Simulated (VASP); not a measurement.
# Quasiparticle energies of Selenium in VASP, part 2 of 4

Wanted: how far GW moves the Kohn-Sham levels of Selenium. The cell has space group P3_121. The start is a cell from a database of measured crystal structures.

VASP 6.6.1, plane waves and PAW; the level of theory is named at each step.

So far. Step 2 (Ground state): The cell has a gap of 0.986 eV on mesh and path and a pressure of +2.9 GPa, which holds the misfit of the given cell and coordinates with this functional, and any error of cutoff, mesh and data sets. Spin-orbit coupling is left out, which can shift or reorder these edges. Forces of up to 0.43 eV/Å remain in these settings. Step 3 (Empty bands, functional PBE): WAVECAR now holds 528 bands for 18 electrons.

## (4) evGW0

This step: evGW0 on PBE; plane waves and PAW (Se_GW) (VASP 6.6.1).

The lowest NBANDSGW levels in G are updated for four passes while W stays fixed, so the result depends less on the starting levels.

File INCAR:

```
SYSTEM = Se
PREC = Accurate
ENCUT = 300
ISMEAR = 0
SIGMA = 0.01
LREAL = .FALSE.
GGA = PE
NBANDS = 528
ALGO = EVGW0
NELMGW = 4
ENCUTGW = 200
NOMEGA = 48
PRECFOCK = Fast
NBANDSGW = 24
LWAVE = .FALSE.
LCHARG = .FALSE.
```

File POSCAR:

```
Se
1.0
    4.3662000000      0.0000000000      0.0000000000
   -2.1831000000      3.7812401180      0.0000000000
    0.0000000000      0.0000000000      4.9536000000
Se
3
Direct
    0.2254000000      0.0000000000      0.3333333333
    0.0000000000      0.2254000000      0.6666666667
    0.7746000000      0.7746000000      0.0000000000
```

File KPOINTS:

```
Automatic mesh
0
Gamma
3 3 4
0 0 0
```

Potentials, in the order of the species: Se_GW (PBE family, release 64).

Run with:

```bash
> mpirun -np 8 vasp_std
```

What it wrote:

```text
[banner, memory and clock lines left out]
running    8 mpi-ranks, on    1 nodes
 distrk:  each k-point on    8 cores,    1 groups
 distr:  one band on    1 cores,    8 groups

 POSCAR found type information on POSCAR Se
 POSCAR found :  1 types and       3 ions
 [... a notice as in an earlier step ...]

|                                                                             |
|           W    W    AA    RRRRR   N    N  II  N    N   GGGG   !!!           |
|           W    W   A  A   R    R  NN   N  II  NN   N  G    G  !!!           |
|           W    W  A    A  R    R  N N  N  II  N N  N  G       !!!           |
|           W WW W  AAAAAA  RRRRR   N  N N  II  N  N N  G  GGG   !            |
|           WW  WW  A    A  R   R   N   NN  II  N   NN  G    G                |
|           W    W  A    A  R    R  N    N  II  N    N   GGGG   !!!           |
|                                                                             |
|     The default for ENCUTGWSOFT is different in this version of VASP.       |
|     please manually set ENCUTGWSOFT =200 in the INCAR file.                 |
|                                                                             |

 LDA part: xc-table for (Slater+PW92), standard interpolation
 found WAVECAR, reading the header
 POSCAR, INCAR and KPOINTS ok, starting setup
 FFT: planning ... GRIDC
 FFT: planning ... GRID_SOFT
 FFT: planning ... GRID
 reading WAVECAR
 the WAVECAR file was read successfully
 initial charge from wavefunction
 available memory per node:    121.14 GB, setting MAXMEM to    124051

 The Fermi energy was updated, please check that it is located mid-gap
 values below the HOMO (VB) or above the LUMO (CB) will cause erroneous energies
 E-fermi :   3.0744

 calculate exact exchange contribution
 the WAVEDER file was read successfully
energies w=
    0.000    0.000    0.540    0.000    1.077    0.000    1.611    0.000
    2.138    0.000    2.657    0.000    3.168    0.000    3.669    0.000
    4.161    0.000    4.644    0.000    5.118    0.000    5.585    0.000
    6.045    0.000    6.499    0.000    6.950    0.000    7.398    0.000
    7.846    0.000    8.295    0.000    8.748    0.000    9.206    0.000
    9.672    0.000   10.149    0.000   10.639    0.000   11.146    0.000
   11.673    0.000   12.226    0.000   12.807    0.000   13.425    0.000
   14.085    0.000   14.796    0.000   15.567    0.000   16.412    0.000
   17.346    0.000   18.389    0.000   19.567    0.000   20.912    0.000
   22.469    0.000   24.300    0.000   26.489    0.000   29.159    0.000
   32.492    0.000   36.777    0.000   42.488    0.000   50.470    0.000
   62.395    0.000   82.081    0.000  120.589    0.000  228.906    0.000
 responsefunction array rank=     544
 LDA part: xc-table for (Slater+PW92), standard interpolation

 min. memory requirement per mpi rank    361.6 MB, per node   2892.5 MB

 allocating   6 responsefunctions rank=   544
 shmem allocating  48 responsefunctions rank=   544
 response function shared by NCSHMEM nodes    1
 Doing            6  frequencies on each core in blocks of           48
NQ=   1    0.0000    0.0000    0.0000,
|.........|.........|.........|.........|.........|.........|.........|.........
 performed        589000 updates of chi_q(r,r)
 total number of BLAS operations       1370.68 Gflops
NQ=   2    0.3333    0.0000    0.0000,
|.........|.........|.........|.........|.........|.........|.........|.........
 performed       1837000 updates of chi_q(r,r)
 total number of BLAS operations       4040.78 Gflops
NQ=   3    0.3333    0.3333    0.0000,
|.........|.........|.........|.........|.........|.........|.........|.........
 performed       2502000 updates of chi_q(r,r)
 total number of BLAS operations       5576.72 Gflops
NQ=   4    0.0000    0.0000    0.2500,
|.........|.........|.........|.........|.........|.........|.........|.........
 performed       3294000 updates of chi_q(r,r)
 total number of BLAS operations       7142.76 Gflops
NQ=   5    0.3333    0.0000    0.2500,
|.........|.........|.........|.........|.........|.........|.........|.........
 performed       4542000 updates of chi_q(r,r)
 total number of BLAS operations       9875.20 Gflops
NQ=   6    0.0000    0.3333    0.2500,
|.........|.........|.........|.........|.........|.........|.........|.........
 performed       5790000 updates of chi_q(r,r)
 total number of BLAS operations      12607.63 Gflops
NQ=   7    0.3333    0.3333    0.2500,
|.........|.........|.........|.........|.........|.........|.........|.........
 performed       6633000 updates of chi_q(r,r)
 total number of BLAS operations      14509.61 Gflops
NQ=   8    0.0000    0.0000    0.5000,
|.........|.........|.........|.........|.........|.........|.........|.........
 performed       7222000 updates of chi_q(r,r)
 total number of BLAS operations      15708.06 Gflops
NQ=   9    0.3333    0.0000    0.5000,
|.........|.........|.........|.........|.........|.........|.........|.........
 performed       8470000 updates of chi_q(r,r)
 total number of BLAS operations      18450.96 Gflops
NQ=  10    0.3333    0.3333    0.5000,
|.........|.........|.........|.........|.........|.........|.........|.........
 performed       9135000 updates of chi_q(r,r)
 total number of BLAS operations      19969.78 Gflops
 resolving degeneracies of screened two electron integrals

 calculate QP shifts <psi_nk| G(iteration)W_0 |psi_nk>: iteration 1
 allocating   6 responsefunctions rank=   544
 shmem allocating  48 responsefunctions rank=   544
 response function shared by NCSHMEM nodes    1
 Doing            6  frequencies on each core in blocks of           48
NQ=   1    0.0000    0.0000    0.0000,
|.........|.........|.........|.........|.........|.........|.........|.........
 performed        589000 updates of chi_q(r,r)
 total number of BLAS operations       1370.68 Gflops
NQ=   2    0.3333    0.0000    0.0000,
|.........|.........|.........|.........|.........|.........|.........|.........
 performed       1837000 updates of chi_q(r,r)
 total number of BLAS operations       4040.78 Gflops
NQ=   3    0.3333    0.3333    0.0000,
|.........|.........|.........|.........|.........|.........|.........|.........
 performed       2502000 updates of chi_q(r,r)
 total number of BLAS operations       5576.72 Gflops
NQ=   4    0.0000    0.0000    0.2500,
|.........|.........|.........|.........|.........|.........|.........|.........
 performed       3294000 updates of chi_q(r,r)
 total number of BLAS operations       7142.76 Gflops
NQ=   5    0.3333    0.0000    0.2500,
|.........|.........|.........|.........|.........|.........|.........|.........
 performed       4542000 updates of chi_q(r,r)
 total number of BLAS operations       9875.20 Gflops
NQ=   6    0.0000    0.3333    0.2500,
|.........|.........|.........|.........|.........|.........|.........|.........
 performed       5790000 updates of chi_q(r,r)
 total number of BLAS operations      12607.63 Gflops
NQ=   7    0.3333    0.3333    0.2500,
|.........|.........|.........|.........|.........|.........|.........|.........
 performed       6633000 updates of chi_q(r,r)
 total number of BLAS operations      14509.61 Gflops
NQ=   8    0.0000    0.0000    0.5000,
|.........|.........|.........|.........|.........|.........|.........|.........
 performed       7222000 updates of chi_q(r,r)
 total number of BLAS operations      15708.06 Gflops
NQ=   9    0.3333    0.0000    0.5000,
|.........|.........|.........|.........|.........|.........|.........|.........
 performed       8470000 updates of chi_q(r,r)
 total number of BLAS operations      18450.96 Gflops
NQ=  10    0.3333    0.3333    0.5000,
|.........|.........|.........|.........|.........|.........|.........|.........
 performed       9135000 updates of chi_q(r,r)
 total number of BLAS operations      19969.78 Gflops
 resolving degeneracies of screened two electron integrals

 calculate QP shifts <psi_nk| G(iteration)W_0 |psi_nk>: iteration 2
 allocating   6 responsefunctions rank=   544
 shmem allocating  48 responsefunctions rank=   544
 response function shared by NCSHMEM nodes    1
 Doing            6  frequencies on each core in blocks of           48
NQ=   1    0.0000    0.0000    0.0000,
|.........|.........|.........|.........|.........|.........|.........|.........
 performed        589000 updates of chi_q(r,r)
 total number of BLAS operations       1370.68 Gflops
NQ=   2    0.3333    0.0000    0.0000,
|.........|.........|.........|.........|.........|.........|.........|.........
 performed       1837000 updates of chi_q(r,r)
 total number of BLAS operations       4040.78 Gflops
NQ=   3    0.3333    0.3333    0.0000,
|.........|.........|.........|.........|.........|.........|.........|.........
 performed       2502000 updates of chi_q(r,r)
 total number of BLAS operations       5576.72 Gflops
NQ=   4    0.0000    0.0000    0.2500,
|.........|.........|.........|.........|.........|.........|.........|.........
 performed       3294000 updates of chi_q(r,r)
 total number of BLAS operations       7142.76 Gflops
NQ=   5    0.3333    0.0000    0.2500,
|.........|.........|.........|.........|.........|.........|.........|.........
 performed       4542000 updates of chi_q(r,r)
 total number of BLAS operations       9875.20 Gflops
NQ=   6    0.0000    0.3333    0.2500,
|.........|.........|.........|.........|.........|.........|.........|.........
 performed       5790000 updates of chi_q(r,r)
 total number of BLAS operations      12607.63 Gflops
NQ=   7    0.3333    0.3333    0.2500,
|.........|.........|.........|.........|.........|.........|.........|.........
 performed       6633000 updates of chi_q(r,r)
 total number of BLAS operations      14509.61 Gflops
NQ=   8    0.0000    0.0000    0.5000,
|.........|.........|.........|.........|.........|.........|.........|.........
 performed       7222000 updates of chi_q(r,r)
 total number of BLAS operations      15708.06 Gflops
NQ=   9    0.3333    0.0000    0.5000,
|.........|.........|.........|.........|.........|.........|.........|.........
 performed       8470000 updates of chi_q(r,r)
 total number of BLAS operations      18450.96 Gflops
NQ=  10    0.3333    0.3333    0.5000,
|.........|.........|.........|.........|.........|.........|.........|.........
 performed       9135000 updates of chi_q(r,r)
 total number of BLAS operations      19969.78 Gflops
 resolving degeneracies of screened two electron integrals

 calculate QP shifts <psi_nk| G(iteration)W_0 |psi_nk>: iteration 3
 allocating   6 responsefunctions rank=   544
 shmem allocating  48 responsefunctions rank=   544
 response function shared by NCSHMEM nodes    1
 Doing            6  frequencies on each core in blocks of           48
NQ=   1    0.0000    0.0000    0.0000,
|.........|.........|.........|.........|.........|.........|.........|.........
 performed        589000 updates of chi_q(r,r)
 total number of BLAS operations       1370.68 Gflops
NQ=   2    0.3333    0.0000    0.0000,
|.........|.........|.........|.........|.........|.........|.........|.........
 performed       1837000 updates of chi_q(r,r)
 total number of BLAS operations       4040.78 Gflops
NQ=   3    0.3333    0.3333    0.0000,
|.........|.........|.........|.........|.........|.........|.........|.........
 performed       2502000 updates of chi_q(r,r)
 total number of BLAS operations       5576.72 Gflops
NQ=   4    0.0000    0.0000    0.2500,
|.........|.........|.........|.........|.........|.........|.........|.........
 performed       3294000 updates of chi_q(r,r)
 total number of BLAS operations       7142.76 Gflops
NQ=   5    0.3333    0.0000    0.2500,
|.........|.........|.........|.........|.........|.........|.........|.........
 performed       4542000 updates of chi_q(r,r)
 total number of BLAS operations       9875.20 Gflops
NQ=   6    0.0000    0.3333    0.2500,
|.........|.........|.........|.........|.........|.........|.........|.........
 performed       5790000 updates of chi_q(r,r)
 total number of BLAS operations      12607.63 Gflops
NQ=   7    0.3333    0.3333    0.2500,
|.........|.........|.........|.........|.........|.........|.........|.........
 performed       6633000 updates of chi_q(r,r)
 total number of BLAS operations      14509.61 Gflops
NQ=   8    0.0000    0.0000    0.5000,
|.........|.........|.........|.........|.........|.........|.........|.........
 performed       7222000 updates of chi_q(r,r)
 total number of BLAS operations      15708.06 Gflops
NQ=   9    0.3333    0.0000    0.5000,
|.........|.........|.........|.........|.........|.........|.........|.........
 performed       8470000 updates of chi_q(r,r)
 total number of BLAS operations      18450.96 Gflops
NQ=  10    0.3333    0.3333    0.5000,
|.........|.........|.........|.........|.........|.........|.........|.........
 performed       9135000 updates of chi_q(r,r)
 total number of BLAS operations      19969.78 Gflops
 resolving degeneracies of screened two electron integrals

 calculate QP shifts <psi_nk| G(iteration)W_0 |psi_nk>: iteration 4
 entering main loop
```

It took 5.9 min on 8 MPI ranks of Intel Xeon 6975P-C (Granite Rapids), shared host; peak memory 3.5 GiB.

OUTCAR, selected parts (step 4):

```text
 Found     10 irreducible k-points:

   k-points           NKPTS =     10   k-points in BZ     NKDIM =     36   number of bands    NBANDS=    528

   NELECT =      18.0000    total number of electrons

 E-fermi :   3.0744

 QP shifts <psi_nk| G(iteration)W_0 |psi_nk>: iteration 1
 for sc-GW calculations column KS-energies equals QP-energies in previous step
 and V_xc(KS)=  KS-energies - (<T + V_ion + V_H > + <T+V_H+V_ion>^1  + <V_x>^1)
 k-point   1 :       0.0000    0.0000    0.0000
  band No.  KS-energies  QP-energies   sigma(KS)   V_xc(KS)     V^pw_x(r,r')   Z            occupation Imag(sigma)
    ...
      6      -1.0862      -1.7647     -12.3110     -11.3403     -14.5339       0.6990       2.0000       0.1842
      7       0.6331      -0.0677     -12.3750     -11.3610     -14.6648       0.6911       2.0000       0.1230
      8       0.6331      -0.0677     -12.3750     -11.3610     -14.6648       0.6911       2.0000       0.1230
      9       2.2725       1.5586     -12.9689     -11.9645     -14.7017       0.7107       2.0000       0.0654
     10       4.5459       4.6498     -11.4959     -11.6409      -7.3242       0.7161       0.0000      -0.1706
     11       4.5459       4.6498     -11.4959     -11.6409      -7.3242       0.7161       0.0000      -0.1706
     12       4.8364       4.9215     -11.1207     -11.2393      -6.8577       0.7178       0.0000      -0.1711
     13       8.8296       8.7519      -8.3848      -8.2840      -3.8540       0.7708       0.0000      -0.2120
    ...

 k-point   2 :       0.3333    0.0000    0.0000
  band No.  KS-energies  QP-energies   sigma(KS)   V_xc(KS)     V^pw_x(r,r')   Z            occupation Imag(sigma)
    ...
      6      -0.9226      -1.5793     -12.2615     -11.3159     -14.7341       0.6946       2.0000       0.2236
      7       0.3667      -0.2816     -12.3939     -11.4650     -14.4223       0.6979       2.0000       0.1219
      8       0.9413       0.2739     -12.6876     -11.7453     -14.4058       0.7081       2.0000       0.0802
      9       1.7662       1.0762     -12.7944     -11.8205     -14.4804       0.7086       2.0000       0.0706
     10       4.5899       4.6344     -11.1620     -11.2235      -7.1846       0.7231       0.0000      -0.1635
     11       4.8415       4.8956     -11.1932     -11.2684      -7.1003       0.7187       0.0000      -0.1712
     12       6.0159       6.0734     -11.9338     -12.0160      -7.5011       0.7009       0.0000      -0.2278
     13       8.2788       8.0857      -8.3100      -8.0571      -3.8440       0.7636       0.0000      -0.2041
    ...

 k-point   3 :       0.3333    0.3333    0.0000
  band No.  KS-energies  QP-energies   sigma(KS)   V_xc(KS)     V^pw_x(r,r')   Z            occupation Imag(sigma)
    ...
      6      -0.1477      -0.7822     -12.1048     -11.1900     -14.3917       0.6935       2.0000       0.1683
      7      -0.1477      -0.7822     -12.1048     -11.1900     -14.3917       0.6935       2.0000       0.1683
      8      -0.0184      -0.6662     -12.7189     -11.8026     -14.5200       0.7071       2.0000       0.1051
      9       1.0461       0.3721     -12.1940     -11.2278     -14.1945       0.6976       2.0000       0.1073
     10       5.7284       5.7550     -11.8087     -11.8463      -7.4525       0.7066       0.0000      -0.2146
     11       5.7284       5.7550     -11.8087     -11.8463      -7.4525       0.7066       0.0000      -0.2146
     12       6.4006       6.4718     -12.1902     -12.2927      -7.6045       0.6953       0.0000      -0.2541
     13       8.5552       8.3668      -8.2210      -7.9743      -3.7218       0.7635       0.0000      -0.1899
    ...

 QP shifts <psi_nk| G(iteration)W_0 |psi_nk>: iteration 2
 k-point   1 :       0.0000    0.0000    0.0000
  band No. old QP-enery  QP-energies   sigma(KS)   T+V_ion+V_H  V^pw_x(r,r')   Z            occupation Imag(sigma)
    ...
      6      -1.7647      -1.9300     -12.2557      10.2542     -14.5339       0.6979       2.0000       0.1874
      7      -0.0677      -0.2467     -12.3208      11.9940     -14.6648       0.6909       2.0000       0.1263
      8      -0.0677      -0.2467     -12.3208      11.9940     -14.6648       0.6909       2.0000       0.1263
      9       1.5586       1.3983     -12.9040      14.2370     -14.7017       0.7106       2.0000       0.0681
     10       4.6498       4.6356     -11.5568      16.1868      -7.3242       0.7164       0.0000      -0.1752
     11       4.6498       4.6356     -11.5568      16.1868      -7.3242       0.7164       0.0000      -0.1752
     12       4.9215       4.9091     -11.1715      16.0757      -6.8577       0.7179       0.0000      -0.1746
     13       8.7519       8.7278      -8.3930      17.1136      -3.8540       0.7696       0.0000      -0.2099
    ...

 QP shifts <psi_nk| G(iteration)W_0 |psi_nk>: iteration 3
 k-point   1 :       0.0000    0.0000    0.0000
  band No. old QP-enery  QP-energies   sigma(KS)   T+V_ion+V_H  V^pw_x(r,r')   Z            occupation Imag(sigma)
    ...
      6      -1.9300      -1.9723     -12.2447      10.2542     -14.5339       0.6981       2.0000       0.1886
      7      -0.2467      -0.2916     -12.3058      11.9940     -14.6648       0.6908       2.0000       0.1283
      8      -0.2467      -0.2916     -12.3058      11.9940     -14.6648       0.6908       2.0000       0.1283
      9       1.3983       1.3600     -12.8926      14.2370     -14.7017       0.7109       2.0000       0.0685
     10       4.6356       4.6250     -11.5659      16.1868      -7.3242       0.7170       0.0000      -0.1758
     11       4.6356       4.6250     -11.5659      16.1868      -7.3242       0.7170       0.0000      -0.1758
     12       4.9091       4.8996     -11.1798      16.0757      -6.8577       0.7181       0.0000      -0.1752
     13       8.7278       8.7207      -8.3950      17.1136      -3.8540       0.7697       0.0000      -0.2099
    ...

 QP shifts <psi_nk| G(iteration)W_0 |psi_nk>: iteration 4
 k-point   1 :       0.0000    0.0000    0.0000
  band No. old QP-enery  QP-energies   sigma(KS)   T+V_ion+V_H  V^pw_x(r,r')   Z            occupation Imag(sigma)
    ...
      6      -1.9723      -1.9834     -12.2423      10.2542     -14.5339       0.6982       2.0000       0.1891
      7      -0.2916      -0.3030     -12.3022      11.9940     -14.6648       0.6910       2.0000       0.1289
      8      -0.2916      -0.3030     -12.3022      11.9940     -14.6648       0.6910       2.0000       0.1289
      9       1.3600       1.3505     -12.8904      14.2370     -14.7017       0.7110       2.0000       0.0686
     10       4.6250       4.6210     -11.5674      16.1868      -7.3242       0.7171       0.0000      -0.1759
     11       4.6250       4.6210     -11.5674      16.1868      -7.3242       0.7171       0.0000      -0.1759
     12       4.8996       4.8958     -11.1813      16.0757      -6.8577       0.7183       0.0000      -0.1754
     13       8.7207       8.7187      -8.3955      17.1136      -3.8540       0.7697       0.0000      -0.2099
    ...

[... 8 parts as in an earlier step ...]

[... 26 further parts left out ...]
```

This step gave:

```yaml
quasiparticle_gap_on_the_mesh: 2.095 eV
smallest_direct_quasiparticle_gap_on_the_mesh: 2.095 eV
gap_of_the_starting_orbitals_on_the_mesh: 1.215 eV
```

QP gap by iteration, by row:

```csv
iteration,gap (eV),direct gap (eV)
1,1.958,1.958
2,2.072,2.072
3,2.091,2.091
4,2.095,2.095
```

GW takes the gap from 1.215 to 2.095 eV. The last pass still moved it by +4 meV. The mesh misses a band edge: at the starting level the path gave a gap 0.23 eV smaller. Spin-orbit coupling is left out. The value holds for 528 bands, ENCUTGW = 200 eV and this mesh, and isn't shown to be converged in them.

(Continued in part 3 of 4.)

[Lines on the potential files, build, host, timing and source positions are cut from VASP's logs without a mark.]

[Logs are printed without paths, hosts, clocks, repeated set-up lines and the standing remarks that a program may print on its own settings, such as how far it seeks lower states.]

[Hosts, paths, dates, database ids (printed as entryN), source tags and the programs' standing remarks are cut or masked in the printed files.]

[Pressures printed for these runs are not shown converged in the cutoff: they can be off by several GPa and have the wrong sign.]
